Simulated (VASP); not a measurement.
Given:

```xyz
1
Lattice="0.0000 1.9843 1.9843 1.9843 0.0000 1.9843 1.9843 1.9843 0.0000" Properties=species:S:1:pos:R:3 pbc="T T T"
Ag     0.0000     0.0000     0.0000
```

The numbers are results of AM05 GGA, VASP's PBE PAW potentials (set 64) (plane waves; VASP), not measurements. Settings: 520 eV cut-off, 15×15×15 Γ-centred mesh, first-order Methfessel-Paxton smearing of 0.10 eV, potentials Ag.

Question: Give the stress tensor in GPa (positive for a compressed cell).

Answer: 
```
8.42  0.00  0.00
0.00  8.42  0.00
0.00  0.00  8.42
```
The pressure is its mean diagonal, 8.42 GPa.

The compound is Ag in the fcc structure. This cell is one point of a volume scan, at 0.94 of the reference volume.
